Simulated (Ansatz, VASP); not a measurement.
# Cross-check of KAgClF between VASP and Ansatz, part 3 of 3

Aim: how closely do two programs agree when they are given the same cell, functional and k mesh? The cell is generated by rule, not measured, and may not be a known phase. Of the first pair: The cell is taken from a series of runs on this material, whose earlier steps may have relaxed, scaled, displaced or heated it; both programs get it as it stands.

VASP 6.6.1 and Ansatz 0.2.0.

So far: Ansatz: relaxation of cell and atoms, PBE, pair 1; VASP: relaxation of cell and atoms, PBE, pair 1; Differences; VASP: relaxation of cell and atoms, PBE, pair 2; Ansatz: relaxation of cell and atoms, PBE, pair 2; Side by side.

**8. Ansatz: relaxation of cell and atoms, PBE, pair 3**

Level of this step: Ansatz beside VASP: Kohn-Sham DFT, plane waves, PBE (Ansatz).

The relaxed volume is the usual yardstick between codes: in a stiff, nearly cubic crystal its relative difference is about their pressure difference at one cell divided by the bulk modulus. Its start cell is another than that of the pair before, and may be another structure of the material.

The cell is taken from a series of runs on this material, whose earlier steps may have relaxed, scaled, displaced or heated it; both programs get it as it stands.

Input file input.yaml:

```yaml
crystal:
  lattice:
    - [2.7113398539, 2.7113398539, 0.0]
    - [-2.7113398539, 2.7113398539, 0.0]
    - [0.0, 0.0, 11.7010298011]
  atoms:
    - { symbol: Ag, position: [0.0, 0.0, 0.4852862135] }
    - { symbol: Ag, position: [0.5, 0.5, 0.7647137865] }
    - { symbol: Cl, position: [0.5, 0.5, 0.5029531665] }
    - { symbol: Cl, position: [0.0, 0.0, 0.7470468335] }
    - { symbol: F, position: [0.5, 0.5, 0.0070269935] }
    - { symbol: F, position: [0.0, 0.0, 0.2429730065] }
    - { symbol: K, position: [0.0, 0.0, 0.0114776189] }
    - { symbol: K, position: [0.5, 0.5, 0.2385223811] }
kpoints:
  mp_grid: { grid: [8, 8, 2] }
hamiltonian:
  xc: pbe
scf:
  occupations: { method: fixed }
output:
  forces: true
  stress: true
  eigenvalues: true
relax:
  adjacent_minimum: "off"
  f_tol: 0.001
  max_steps: 60
  cell: { stress_tol: 0.01 }
```

Launch:

```sh
> ansatz run input.yaml --threads 8 --pin off --max-ram 14336MiB --backend cpu --events-out ev --progress --plain --runs-dir out
```

Numbers of over 12 decimals in the logs are rounded to 6 here.

The program printed:

```text
[...]
Crystal: 8 atoms, lattice volume = 172.037 Å³
Basis set: ecut = 420 eV, 3407 PW (Γ), exchange–correlation on 54×54×160 points (8 copies of the dense FFT grid, shifted against one another)
Bands: 51, of which v1, the nominal top of the filled ones, is band 42 counted from 1 (41 counted from 0)
Symmetry: 16 space group operations
[...]
k-points: 30 of 128
[...]
- [2.711118, 2.711118, 0.0]
    - [-2.711118, 2.711118, 0.0]
    - [0.0, 0.0, 11.710230]
  atoms:
    - { symbol: Ag, position: [0, 0, 0.485365] }
    - { symbol: Ag, position: [0.5, 0.5, 0.764635] }
    - { symbol: Cl, position: [0.5, 0.5, 0.502799] }
    - { symbol: Cl, position: [0, 0, 0.747201] }
    - { symbol: F, position: [0.5, 0.5, 0.00715268] }
    - { symbol: F, position: [0, 0, 0.242847] }
    - { symbol: K, position: [0, 0, 0.011608] }
    - { symbol: K, position: [0.5, 0.5, 0.238392] }
[key lines of the parts left out:]
SCF converged after 8 iterations
Free energy (F): -22039.162193 eV
Fermi energy:    5.441501 eV
P = ⅓ Tr σ = -0.0039 GPa (-0.039 kbar)
```

**9. VASP: relaxation of cell and atoms, PBE, pair 3**

The same cell, functional and mesh now go to VASP, with its own data sets.

Input file INCAR:

```
SYSTEM = KAgClF
PREC = Accurate
ENCUT = 600
EDIFF = 1E-07
NELM = 120
ISMEAR = 0
SIGMA = 0.01
LREAL = .FALSE.
ALGO = Normal
GGA = PE
NBANDS = 42
LASPH = .TRUE.
LORBIT = 11
LWAVE = .FALSE.
LCHARG = .FALSE.
ISIF = 3
IBRION = 2
NSW = 80
EDIFFG = -0.005
GGA_COMPAT = .FALSE.
NELMIN = 4
EFERMI = MIDGAP
KPAR = 2
```

Input file POSCAR:

```
KAgClF
1.0
    2.7113400000      2.7113400000      0.0000000000
   -2.7113400000      2.7113400000      0.0000000000
    0.0000000000      0.0000000000     11.7010300000
Ag Cl F K
2 2 2 2
Direct
    0.0000000000      0.0000000000      0.4852861671
    0.5000000000      0.5000000000      0.7647137902
    0.5000000000      0.5000000000      0.5029531588
    0.0000000000      0.0000000000      0.7470467984
    0.5000000000      0.5000000000      0.0070269882
    0.0000000000      0.0000000000      0.2429729690
    0.0000000000      0.0000000000      0.0114776221
    0.5000000000      0.5000000000      0.2385223352
```

Input file KPOINTS:

```
Automatic mesh
0
Gamma
8 8 2
0 0 0
```

Potentials, in the order of the species: Ag, Cl, F and K_sv (PBE family, release 64).

Launch:

```sh
> mpirun -np 2 vasp_std
```

The program printed:

```text
[... set-up lines as in an earlier step ...]
 entering main loop
       N       E                     dE             d eps       ncg     rms          rms(c)
DAV:   1     0.581418370390E+03    0.58142E+03   -0.36488E+04  2520   0.169E+03
DAV:   2     0.187260903660E+02   -0.56269E+03   -0.54412E+03  2888   0.401E+02
DAV:   3    -0.280695326731E+02   -0.46796E+02   -0.46485E+02  3048   0.112E+02
DAV:   4    -0.306638328747E+02   -0.25943E+01   -0.25893E+01  3736   0.190E+01
[...]
DAV:  18    -0.271663222403E+02   -0.42732E-06   -0.11026E-06  2760   0.501E-03    0.152E-03
DAV:  19    -0.271663224576E+02   -0.21726E-06   -0.15991E-07  1896   0.249E-03    0.334E-04
DAV:  20    -0.271663224416E+02    0.15993E-07   -0.15023E-08  1780   0.969E-04
   1 F= -.27166322E+02 E0= -.27166322E+02  d E =-.271663E+02
[... from here on, the cycles between the ionic steps are left out ...]
   2 F= -.27166383E+02 E0= -.27166383E+02  d E =-.601052E-04
   3 F= -.27166391E+02 E0= -.27166391E+02  d E =-.685865E-04
   4 F= -.27166391E+02 E0= -.27166391E+02  d E =-.686869E-04
   5 F= -.27166398E+02 E0= -.27166398E+02  d E =-.645151E-05
   6 F= -.27166410E+02 E0= -.27166410E+02  d E =-.188684E-04
[...]
reached required accuracy - stopping structural energy minimisation
```

From OUTCAR (step 9):

```text
  Total        0.0042709      0.0042709     -0.0058857      0.0000000     -0.0000000      0.0000000
  in kB        0.0398347      0.0398347     -0.0548959      0.0000000     -0.0000000      0.0000000
  external PRESSURE =       0.0082578 kB  Pullay stress =       0.0000000 kB

 POSITION                                       TOTAL-FORCE (eV/Angst)
 -----------------------------------------------------------------------------------
     -2.70922      2.70922      5.67914         0.000000      0.000000      0.001366
     -0.00000      2.70922      8.94789        -0.000000     -0.000000     -0.001366
     -0.00000      2.70922      5.88611        -0.000000     -0.000000      0.001023
      2.70922      2.70922      8.74092         0.000000      0.000000     -0.001023
     -0.00000      2.70922      0.08027         0.000000      0.000000     -0.002579
     -2.70922      2.70922      2.84514        -0.000000     -0.000000      0.002579
      2.70922      2.70922      0.13355         0.000000      0.000000     -0.002381
     -0.00000      2.70922      2.79185        -0.000000     -0.000000      0.002381
 -----------------------------------------------------------------------------------
    total drift:                                0.000000     -0.000000      0.000003

  FREE ENERGIE OF THE ION-ELECTRON SYSTEM (eV)
  ---------------------------------------------------
  free  energy   TOTEN  =       -27.1664099968 eV

  energy  without entropy=      -27.1664099968  energy(sigma->0) =      -27.16641000

[... 1 part as in an earlier step ...]

[... 3 further parts left out ...]
[key lines of the parts left out:]
E-fermi :   2.0545
```

**10. Differences**

What differs besides the data sets and the points named for the pairs above, as far as they apply: the data sets hold 84 valence electrons in Ansatz (on its default PAW (the set named soft_2) files) and 68 in VASP. Total energies have different zeros and are not compared.

Both answers:

```
                                         quantity  Ansatz    VASP  difference
                                      volume (Å³)  172.14  171.78     +0.21 %
edge a after relaxation, in the typed setting (Å)   3.834   3.831     +0.07 %
edge c after relaxation, in the typed setting (Å)  11.710  11.702     +0.07 %
```

**11. Results**

- difference in volume (relaxation of cell and atoms, PBE, pair 1): 0.33 %
- difference in edge c after relaxation, in the typed setting (relaxation of cell and atoms, PBE, pair 2): -0.83 %
- difference in volume (relaxation of cell and atoms, PBE, pair 3): 0.21 %

**Reading.** The difference in edge c after relaxation, in the typed setting is -0.83 % (relaxation of cell and atoms, PBE, pair 2), within the 1.2 % picked in this series as the mark of a large difference, as far as the stopping tolerances let one tell. The data sets hold unlike numbers of valence electrons (84 in Ansatz and 68 in VASP), so part of the differences comes from the potentials. 2 further runs of this series are not shown here. Such differences can come from data sets, numerical settings and the points named under the comparisons, not from the functional's error against experiment.

[Lines on the potential files, build, host, timing and source positions are cut from VASP's logs without a mark.]

[Logs are printed without paths, hosts, clocks, repeated set-up lines and the standing remarks that a program may print on its own settings, such as how far it seeks lower states.]

[Hosts, paths, dates, database ids (printed as entryN), source tags and the programs' standing remarks are cut or masked in the printed files.]
